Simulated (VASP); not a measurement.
Consider the following.

```
CELL_PARAMETERS angstrom
      3.80621     0.00000     0.00000
     -1.90310     3.29627     0.00000
      0.00000     0.00000    18.27516
ATOMIC_POSITIONS crystal
  Se 0.66667 0.33333 0.41951
  Se 0.33333 0.66667 0.58049
  Sn 0.00000 0.00000 0.50000
```

Calculation: LDA (Ceperley-Alder, Perdew-Zunger), VASP's LDA PAW potentials (set 64) (plane waves; VASP 6.6.1). Run with PREC = Normal, EDIFF = 1E-5, 400 eV cut-off, 12×12×1 Γ-centred mesh, Gaussian smearing of 0.050 eV, potentials Se Sn_d.

Problem. The ions and cell shape at fixed volume are relaxed. What does this cell relax into?

Solution. 
```
CELL_PARAMETERS angstrom
      3.77237     0.00000     0.00000
     -1.88619     3.26697     0.00000
      0.00000     0.00000    18.60447
ATOMIC_POSITIONS crystal
  Se 0.66667 0.33333 0.41520
  Se 0.33333 0.66667 0.58480
  Sn 0.00000 0.00000 0.50000
```

Problem. How much energy does the relaxation gain?

Solution. The energy (σ→0) changes by -34.4 meV/atom, in 6 ionic steps.

The cell is a sheet with vacuum, built from SnSe2 (1T layered).
